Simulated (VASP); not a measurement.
# La2Mg3 (Pm-3m) in VASP: a series of runs

The runs below take La2Mg3 through single point, relaxation of cell and atoms, with PBE.

Program: VASP 6.6.1. These are calculated values, not measurements. Logs are shortened: lines on timing, memory, paths and dates and some standing lists are left out, and cuts for length are marked.

### Step 1. The cell of the first run

The structure is cubic, space group Pm-3m (No. 221). Conventional cell: a = 5.684 Å, b = 5.684 Å, c = 5.684 Å, α = 90.00°, β = 90.00°, γ = 90.00°. Around La (site symmetry m-3m) lie 12 Mg at 4.02 Å. La (site symmetry m-3m) has 6 Mg at 2.84 Å as nearest neighbours. Around Mg (site symmetry 4/mmm) lie 2 La at 2.84 Å.

The cell was built by a generator and needn't be a form met in nature.

### Step 2. Single point, PBE (random cell by space group and Wyckoff sites (Pm-3m, No. 221))

File INCAR:

```
PREC = Accurate
ENCUT = 520
EDIFF = 1E-6
ISMEAR = 0
SIGMA = 0.1
LREAL = F
LASPH = T
NELM = 80
ALGO = Normal
ISIF = 2
LWAVE = F
LCHARG = F
GGA = PE
NBANDS = 22
```

File KPOINTS:

```
Automatic mesh
0
Gamma
  8 8 8
```

File POSCAR:

```
La2Mg3
1.0
    5.6837688922      0.0000000000      0.0000000000
    0.0000000000      5.6837688922      0.0000000000
    0.0000000000      0.0000000000      5.6837688922
La Mg
2 3
Direct
    0.0000000000      0.0000000000      0.0000000000
    0.5000000000      0.5000000000      0.5000000000
    0.0000000000      0.5000000000      0.5000000000
    0.5000000000      0.0000000000      0.5000000000
    0.5000000000      0.5000000000      0.0000000000
```

Potentials or basis: VASP PAW PBE potentials, release 64 (La, Mg).

On the command line:

```sh
cat potpaw_PBE.64/La/POTCAR potpaw_PBE.64/Mg/POTCAR > POTCAR
mpirun -np 1 vasp_std > vasp.out
```

OUTCAR:

```text
PREC = Accurate
   ENCUT = 520
   EDIFF = 1E-6
   ISMEAR = 0
   LREAL = F
   LASPH = T
   NELM = 80
   ISIF = 2
   GGA = PE

 ion  position               nearest neighbor table
   1  0.000  0.000  0.000-
   2  0.500  0.500  0.500-   3 2.84   4 2.84   5 2.84   5 2.84   4 2.84   3 2.84
   3  0.000  0.500  0.500-   2 2.84   2 2.84
   4  0.500  0.000  0.500-   2 2.84   2 2.84
   5  0.500  0.500  0.000-   2 2.84   2 2.84

  LATTYP: Found a simple cubic cell.
 ALAT       =     5.6837688922

  Lattice vectors:

 A1 = (   5.6837688922,   0.0000000000,   0.0000000000)
 A2 = (   0.0000000000,   5.6837688922,   0.0000000000)
 A3 = (   0.0000000000,   0.0000000000,   5.6837688922)

Analysis of symmetry for initial positions (statically):
=====================================================================
 Subroutine PRICEL returns:
 Original cell was already a primitive cell.

 Routine SETGRP: Setting up the symmetry group for a
 simple cubic supercell.

 Subroutine GETGRP returns: Found 48 space group operations
 (whereof 48 operations were pure point group operations)
 out of a pool of 48 trial point group operations.

The static configuration has the point symmetry O_h .

Analysis of symmetry for dynamics (positions and initial velocities):
=====================================================================
 Subroutine PRICEL returns:
 Original cell was already a primitive cell.

 Routine SETGRP: Setting up the symmetry group for a
 simple cubic supercell.

 Subroutine GETGRP returns: Found 48 space group operations
 (whereof 48 operations were pure point group operations)
 out of a pool of 48 trial point group operations.

The dynamic configuration has the point symmetry O_h .

 Subroutine INISYM returns: Found 48 space group operations
 (whereof 48 operations are pure point group operations),
 and found     1 'primitive' translations

----------------------------------------------------------------------------------------

                                     Primitive cell

  volume of cell :     183.6155

  direct lattice vectors                    reciprocal lattice vectors
     5.683768892  0.000000000  0.000000000     0.175939596  0.000000000  0.000000000
     0.000000000  5.683768892  0.000000000     0.000000000  0.175939596  0.000000000
     0.000000000  0.000000000  5.683768892     0.000000000  0.000000000  0.175939596

  length of vectors
     5.683768892  5.683768892  5.683768892     0.175939596  0.175939596  0.175939596

  position of ions in fractional coordinates (direct lattice)
     0.000000000  0.000000000  0.000000000
     0.500000000  0.500000000  0.500000000
     0.000000000  0.500000000  0.500000000
     0.500000000  0.000000000  0.500000000
     0.500000000  0.500000000  0.000000000

  ion indices of the primitive-cell ions
   primitive index   ion index
                 1           1
                 2           2
                 3           3
                 4           4
                 5           5

----------------------------------------------------------------------------------------

 KPOINTS: Automatic mesh

Automatic generation of k-mesh.
 Grid dimensions read from file:
 generate k-points for:    8    8    8

 Generating k-lattice:

  Cartesian coordinates                     Fractional coordinates (reciprocal lattice)
     0.021992449  0.000000000  0.000000000     0.125000000  0.000000000  0.000000000
     0.000000000  0.021992449  0.000000000     0.000000000  0.125000000  0.000000000
     0.000000000  0.000000000  0.021992449     0.000000000  0.000000000  0.125000000

  Length of vectors
     0.021992449  0.021992449  0.021992449

  Shift w.r.t. Gamma in fractional coordinates (k-lattice)
     0.000000000  0.000000000  0.000000000

 Subroutine IBZKPT returns following result:
 ===========================================

 Found     35 irreducible k-points:

 Following reciprocal coordinates:
            Coordinates               Weight
  0.000000  0.000000  0.000000      1.000000
  0.125000  0.000000  0.000000      6.000000
  0.250000  0.000000  0.000000      6.000000
  0.375000  0.000000  0.000000      6.000000
  0.500000  0.000000  0.000000      3.000000
  0.125000  0.125000  0.000000     12.000000
[... 16 lines left out ...]
  0.375000  0.375000  0.125000     24.000000
  0.500000  0.375000  0.125000     24.000000
 [... further k-points ...]
   k-points           NKPTS =     35   k-points in BZ     NKDIM =     35   number of bands    NBANDS=     22
   number of dos      NEDOS =    301   number of ions     NIONS =      5
   total plane-waves  NPLWV =  74088
   dimension x,y,z NGX =    42 NGY =   42 NGZ =   42
   dimension x,y,z NGXF=    84 NGYF=   84 NGZF=   84
   ions per type =               2   3
   NGX,Y,Z   is equivalent  to a cutoff of  12.28, 12.28, 12.28 a.u.
   NGXF,Y,Z  is equivalent  to a cutoff of  24.57, 24.57, 24.57 a.u.
 SYSTEM =  unknown system
   PREC   = accura    normal or accurate (medium, high low for compatibility)
   ISTART =      0    job   : 0-new  1-cont  2-samecut
   ICHARG =      2    charge: 1-file 2-atom 10-const
   ISPIN  =      1    spin polarized calculation?
   LNONCOLLINEAR =      F non collinear calculations
   LSORBIT =      F    spin-orbit coupling
   LASPH  =      T    aspherical Exc in radial PAW
   ENCUT  =  520.0 eV  38.22 Ry    6.18 a.u.  10.57 10.57 10.57*2*pi/ulx,y,z
   NELM   =     80;   NELMIN=  2; NELMDL= -5     # of ELM steps
   EDIFF  = 0.1E-05   stopping-criterion for ELM
   LREAL  =      F    real-space projection
[... 7 lines left out ...]
   TEBEG  =    0.0;   TEEND  =   0.0 temperature during run
   PSTRESS=    0.0 pullay stress
   NELECT =      28.0000    total number of electrons
   NUPDOWN=      -1.0000    fix difference up-down
   EMIN   =  10.00;   EMAX   =-10.00  energy-range for DOS
   EFERMI =   0.00;   METHOD = LEGACY
   ISMEAR =     0;   SIGMA  =   0.10  broadening in eV -4-tet -1-fermi 0-gaus
   EFERMI_NEDOS =   21; number of points for ismear=-14 and -15
   IALGO  =     38    algorithm
   IMIX   =      4    mixing-type and parameters
     AMIX     =   0.40;   BMIX     =  1.00
     AMIX_MAG =   1.60;   BMIX_MAG =  1.00
  volume/ion in A,a.u.               =      36.72       247.82
  Fermi-wavevector in a.u.,A,eV,Ry     =   0.874630  1.652811 10.408156  0.764978
  Thomas-Fermi vector in A             =   1.994188
   LORBIT       =      0    0 simple, 1 ext, 2 COOP (PROOUT), +10 PAW based schemes
   GGA     = PE    functional components
   LHFCALC =     F    Hartree Fock is set to
   AEXX    =    0.0000 exact exchange contribution
   IVDW    =     0    specifies the selected vdW correction
   LEPSILON=     F    determine dielectric tensor
   LRPA    =     F    only Hartree local field effects (RPA)
 non-spin polarized calculation
 Gauss-broadening in eV      SIGMA  =   0.10
  energy-cutoff  :      520.00
  volume of cell :      183.62
 maximum number of plane-waves:      4977
   NGX = 21   NGY = 21   NGZ = 21

 number of electron      28.0000001 magnetization

 Free energy of the ion-electron system (eV)
  ---------------------------------------------------
  ext. energy  EPLUGINS =         0.00000000
  ---------------------------------------------------
  free energy    TOTEN  =       -10.59062587 eV

  energy without entropy =      -10.56190488  energy(sigma->0) =      -10.57626538

 E-fermi :   3.4253     XC(G=0):  -8.0871

 val. band max:        3.4176585307   @ k =   0.2500   0.1250   0.0000
 cond. band min:       3.4348911427   @ k =   0.5000   0.2500   0.0000
 fundamental gap:      0.0172326121
 Fermi energy:         3.4253294110

 k-point     1 :       0.0000    0.0000    0.0000
  band No.  band energies     occupation
      1     -30.6248      2.00000
      2     -29.5031      2.00000
      3     -14.1669      2.00000
      4     -14.1669      2.00000
      5     -14.1669      2.00000
      6     -13.3706      2.00000
[... 14 lines left out ...]
     21       4.1036      0.00000
     22       4.4460      0.00000

 k-point     2 :       0.1250    0.0000    0.0000
  band No.  band energies     occupation
      1     -30.6248      2.00000
      2     -29.5029      2.00000
      3     -14.1681      2.00000
      4     -14.1667      2.00000
      5     -14.1667      2.00000
      6     -13.3755      2.00000
[... 14 lines left out ...]
     21       4.1187      0.00000
     22       4.3189      0.00000

 k-point     3 :       0.2500    0.0000    0.0000
  band No.  band energies     occupation
      1     -30.6247      2.00000
      2     -29.5025      2.00000
      3     -14.1709      2.00000
      4     -14.1661      2.00000
      5     -14.1661      2.00000
      6     -13.3872      2.00000
[... 14 lines left out ...]
     21       4.1765      0.00000
     22       4.1799      0.00000

 k-point     4 :       0.3750    0.0000    0.0000
  band No.  band energies     occupation
      1     -30.6247      2.00000
      2     -29.5020      2.00000
      3     -14.1736      2.00000
      4     -14.1655      2.00000
      5     -14.1655      2.00000
      6     -13.3989      2.00000
[... 14 lines left out ...]
     21       4.1396      0.00000
     22       4.1503      0.00000

 k-point     5 :       0.5000    0.0000    0.0000
  band No.  band energies     occupation
      1     -30.6246      2.00000
      2     -29.5019      2.00000
      3     -14.1748      2.00000
      4     -14.1652      2.00000
      5     -14.1652      2.00000
      6     -13.4038      2.00000
[... 14 lines left out ...]
     21       4.1317      0.00000
     22       4.1503      0.00000

 k-point     6 :       0.1250    0.1250    0.0000
  band No.  band energies     occupation
      1     -30.6247      2.00000
      2     -29.5027      2.00000
      3     -14.1682      2.00000
      4     -14.1676      2.00000
      5     -14.1665      2.00000
      6     -13.3760      2.00000
[... 14 lines left out ...]
     21       4.1495      0.00000
     22       4.2094      0.00000

 k-point     7 :       0.2500    0.1250    0.0000
  band No.  band energies     occupation
      1     -30.6247      2.00000
      2     -29.5023      2.00000
      3     -14.1709      2.00000
      4     -14.1674      2.00000
      5     -14.1659      2.00000
      6     -13.3871      2.00000
[... 324 lines left out ...]
      6     -13.3872      2.00000
[... 14 lines left out ...]
     21       4.1362      0.00000
     22       4.1577      0.00000

 k-point    21 :       0.3750    0.2500    0.1250
  band No.  band energies     occupation
      1     -30.6246      2.00000
      2     -29.5012      2.00000
      3     -14.1738      2.00000
      4     -14.1703      2.00000
      5     -14.1664      2.00000
      6     -13.3975      2.00000
[... 14 lines left out ...]
     21       4.1236      0.00000
     22       4.1292      0.00000

 k-point    22 :       0.5000    0.2500    0.1250
  band No.  band energies     occupation
      1     -30.6245      2.00000
      2     -29.5011      2.00000
      3     -14.1751      2.00000
      4     -14.1703      2.00000
      5     -14.1662      2.00000
      6     -13.4019      2.00000
[... 14 lines left out ...]
     21       4.1188      0.00000
     22       4.1271      0.00000

 k-point    23 :       0.3750    0.3750    0.1250
  band No.  band energies     occupation
      1     -30.6245      2.00000
      2     -29.5008      2.00000
      3     -14.1741      2.00000
      4     -14.1736      2.00000
      5     -14.1660      2.00000
      6     -13.3970      2.00000
[... 14 lines left out ...]
     21       4.1097      0.00000
     22       4.1118      0.00000

 k-point    24 :       0.5000    0.3750    0.1250
  band No.  band energies     occupation
      1     -30.6245      2.00000
      2     -29.5006      2.00000
      3     -14.1753      2.00000
      4     -14.1739      2.00000
      5     -14.1659      2.00000
      6     -13.4010      2.00000
[... 14 lines left out ...]
     21       4.1055      0.00000
     22       4.1129      0.00000

 [... further k-points ...]
[... 5 lines left out ...]
  --------------------------------------------------------------------------------------
  -------------------------------------------------------------------------------------
  Total       -0.0509646     -0.0509646     -0.0509646      0.0000000      0.0000000     -0.0000000
  in kB       -0.4447026     -0.4447026     -0.4447026      0.0000000      0.0000000     -0.0000000
  external PRESSURE =      -0.4447026 kB  Pullay stress =       0.0000000 kB

 VOLUME and BASIS-vectors are now :
 -----------------------------------------------------------------------------
  energy-cutoff  :      520.00
  volume of cell :      183.62
      direct lattice vectors                 reciprocal lattice vectors
     5.683768892  0.000000000  0.000000000     0.175939596  0.000000000  0.000000000
     0.000000000  5.683768892  0.000000000     0.000000000  0.175939596  0.000000000
     0.000000000  0.000000000  5.683768892     0.000000000  0.000000000  0.175939596

 POSITION                                       TOTAL-FORCE (eV/Angst)
 -----------------------------------------------------------------------------------
      0.00000      0.00000      0.00000         0.000000      0.000000      0.000000
      2.84188      2.84188      2.84188         0.000000      0.000000      0.000000
      0.00000      2.84188      2.84188         0.000000      0.000000      0.000000
      2.84188      0.00000      2.84188         0.000000      0.000000      0.000000
      2.84188      2.84188      0.00000         0.000000      0.000000      0.000000
 -----------------------------------------------------------------------------------
    total drift:                                0.000000     -0.000000     -0.000000

  FREE ENERGIE OF THE ION-ELECTRON SYSTEM (eV)
  ---------------------------------------------------
  free  energy   TOTEN  =       -10.5906258728 eV

  energy  without entropy=      -10.5619048785  energy(sigma->0) =      -10.57626538
```

It took 2.8 min on 1 thread of Intel Xeon Platinum 8375C at 2.90GHz (Ice Lake), shared host; peak memory 0.36 GiB.

Results:

```yaml
Free_energy: -10.5906 eV
Pressure: 0.0 GPa
Band_gap_on_the_k_mesh: none (metal or under the smearing width)
```

The run has no spin-orbit coupling, so splittings on La are missing.

(Continued in part 2 of 2.)
